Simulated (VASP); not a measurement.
Input:

```
CELL_PARAMETERS angstrom
      0.00000     2.30450     2.30450
      2.30450     0.00000     2.30450
      2.30450     2.30450     0.00000
ATOMIC_POSITIONS crystal
  Li 0.25000 0.25000 0.25000
  Li 0.75000 0.75000 0.75000
  O  0.00000 0.00000 0.00000
```

Computed with AM05 GGA, VASP's PBE PAW potentials (set 64) (plane waves; VASP). Settings: 520 eV cut-off, 8×8×8 Γ-centred mesh, Gaussian smearing of 0.050 eV, potentials Li_sv O.

Predict the energy per atom (σ→0), band gap (on the k-mesh) with the smallest direct gap where there is one.

```yaml
band gap (on the k-mesh): 4.91 eV
smallest direct gap (on the k-mesh): 5.33 eV
energy per atom (σ→0): -4775 meV/atom
```

Total energies compare only between runs with the same potentials, cut-off and functional.

The compound is Li2O in the antifluorite structure. It was relaxed first.
